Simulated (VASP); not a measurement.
A VASP calculation is set up with these files.

POSCAR:
```
CoAl
1
    2.8219163493     0.0000000000     0.0000000000
    0.0000000000     2.8219163493     0.0000000000
    0.0000000000     0.0000000000     2.8219163493
Al Co
1 1
Direct
  0.5000000000   0.5000000000   0.5000000000
  0.0000000000   0.0000000000   0.0000000000
```

INCAR:
```
# general
SYSTEM  = CoAl
PREC    = Accurate
ENCUT   = 500   # plane-wave cut-off (eV)
LREAL   = .FALSE.
LASPH   = .TRUE.   # aspherical one-centre terms

# electronic loop
EDIFF   = 1E-6   # SCF stop (eV)
NELM    = 100   # most electronic steps
ALGO    = Normal
LMAXMIX = 4   # l cut-off of mixed one-centre charges

# smearing
ISMEAR  = 1
SIGMA   = 0.1   # width (eV)

# functional
GGA     = PS   # PBEsol

# ions
IBRION  = 2   # conjugate gradients
NSW     = 40
ISIF    = 3
EDIFFG  = -0.02   # ionic stop

# output
LWAVE   = .FALSE.
LCHARG  = .FALSE.
```

**KPOINTS**
```
Automatic mesh
0
G
 13 13 13
```

POTCAR, in this order: Al Co (PBE.64 set). Program: vasp_std.

Write an equivalent input for Quantum ESPRESSO's pw.x.

One equivalent input (not run):
```
&CONTROL
  calculation = 'vc-relax'
  pseudo_dir = './pseudo'
  outdir = './out'
  tprnfor = .true.
  tstress = .true.
  nstep = 40
  forc_conv_thr = 0.00078
/
&SYSTEM
  ibrav = 0
  nat = 2
  ntyp = 2
  ecutwfc = 96
  occupations = 'smearing'
  smearing = 'methfessel-paxton'
  degauss = 0.00735
  input_dft = 'pbesol'
/
&ELECTRONS
  conv_thr = 7.3e-08
  electron_maxstep = 100
/
&IONS
/
&CELL
/
ATOMIC_SPECIES
  Al 26.982 Al.upf
  Co 58.933 Co.upf
CELL_PARAMETERS angstrom
     2.8219163    0.0000000    0.0000000
     0.0000000    2.8219163    0.0000000
     0.0000000    0.0000000    2.8219163
ATOMIC_POSITIONS crystal
  Al   0.5000000  0.5000000  0.5000000
  Co   0.0000000  0.0000000  0.0000000
K_POINTS automatic
  13 13 13 0 0 0
```
Limits of the translation: the potentials are each code's own (VASP's PAW set, PseudoDojo norm-conserving files in pw.x), so ENCUT and ecutwfc are chosen apart and not converted; conv_thr bounds pw.x's estimated SCF error, while EDIFF bounds the energy change between steps; forc_conv_thr acts on force components and is met together with etot_conv_thr.

The compound is CoAl in the CsCl type structure. It was relaxed first.
